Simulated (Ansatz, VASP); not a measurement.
SiB: VASP beside Ansatz

```xyz
2
Lattice="3.1984 0.0000 0.0000 -1.5992 2.7699 0.0000 0.0000 0.0000 2.4259" Properties=species:S:1:pos:R:3 pbc="T T T"
Si    0.0000    1.8466    1.2130
B     0.0000    0.0000    0.0000
```

Alike in both runs: functional PBE; k mesh 24 × 24 × 18; occupations gaussian, width 0.1 eV; no spin polarisation.

Ansatz relaxed the structure, and its values are those at the end. VASP's run is a single point on that final structure, the one shown.

|  | VASP | Ansatz |
| --- | --- | --- |
| version | VASP 6.6.1 | Ansatz 0.2.0 |
| potentials or method | VASP PAW PBE potentials, release 64 (Si, B) | scalar-relativistic, plane waves, PAW |
| plane-wave cutoff (eV) | 520 | 420 |
| valence electrons in the cell | 7 | 7 |

|  | VASP | Ansatz | Ansatz less VASP |
| --- | --- | --- | --- |
| gap on the k mesh at the Fermi level (eV) | none | none | - |
| pressure (GPa) | -0.1 | 0.0 | +0.10 |

A gap of «none» marks a metal or a gap that the smearing closes.
